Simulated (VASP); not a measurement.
These are PBEsol GGA, VASP's PBE PAW potentials (set 64) (plane waves; VASP 6.6.1) values and carry that method's errors.

The input files of a VASP run:

KPOINTS:
```
Automatic mesh
0
Gamma
15 15 15
0 0 0
```

### POSCAR
```
Ir
1.0
  0.0000000000   1.9200000000   1.9200000000
  1.9200000000   0.0000000000   1.9200000000
  1.9200000000   1.9200000000   0.0000000000
Ir
1
Cart
  0.0000000000   0.0000000000   0.0000000000
```

**INCAR**
```
SYSTEM=Ir
PREC=Accurate; ENCUT=480; LREAL=.FALSE.
LASPH=.TRUE.
EDIFF=1E-6; NELM=100; ALGO=Normal
LMAXMIX=6
ISMEAR=1; SIGMA=0.1
GGA=PS
IBRION=2; NSW=60; ISIF=3
EDIFFG=-0.01
LWAVE=.FALSE.; LCHARG=.FALSE.
```

POTCAR, in this order: Ir (PBE.64 set). Program: vasp_std.

### Question
What will the output report for the number of irreducible k-points (NKPTS), largest plane-wave count, number of space-group operations, FFT grid (NGX, NGY, NGZ)?

### Answer

```json
{
  "number of irreducible k-points (NKPTS)": "120",
  "largest_plane_wave_count": "347",
  "number_of_space_group_operations": "48",
  "FFT grid (NGX, NGY, NGZ)": "20 × 20 × 20"
}
```

The compound is Ir in the fcc structure. This run relaxes it. Symmetry was kept, so distortions that lower it aren't found.
